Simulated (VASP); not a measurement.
The system is Na.

```
Na
1.0
    -2.14100    2.14100    2.14100
     2.14100   -2.14100    2.14100
     2.14100    2.14100   -2.14100
Na
1
Direct
  0.00000 0.00000 0.00000
```

```yaml
Program: VASP 6.6.1
Task: relaxation of cell and atoms
Functional: PBEsol
Potentials_or_basis: VASP PAW PBE potentials, release 64 (Na_pv)
Cutoff: 600 eV
k_mesh: 14 × 14 × 14
Occupations: methfessel-paxton, width 0.1 eV
Spin: no spin polarisation
```

At the start: pressure -0.6 GPa; volume 39.26 Å³/atom.

Task: Where does the relaxation end?

Result: Over 3 steps the energy falls by 5.6 meV/atom and the volume is 36.24 Å³/atom (-7.7 %); space group Im-3m (No. 229, to 0.05 Å).

Step by step:
| step | energy change (eV) | largest force (eV/Å) | pressure (GPa) | volume (Å³) |
| --- | --- | --- | --- | --- |
| 1 | 0.0000 | 0.0000 | -0.56 | 39.26 |
| 2 | -0.0023 | 0.0000 | -0.44 | 38.49 |
| 3 | -0.0056 | 0.0000 | -0.02 | 36.24 |

Final structure:
```
Na
1.0
    -2.08469    2.08469    2.08469
     2.08469   -2.08469    2.08469
     2.08469    2.08469   -2.08469
Na
1
Cartesian
  0.0000 0.0000 0.0000
```

Caveat: the PAW data sets were made with another functional, which shifts forces and pressure a little.
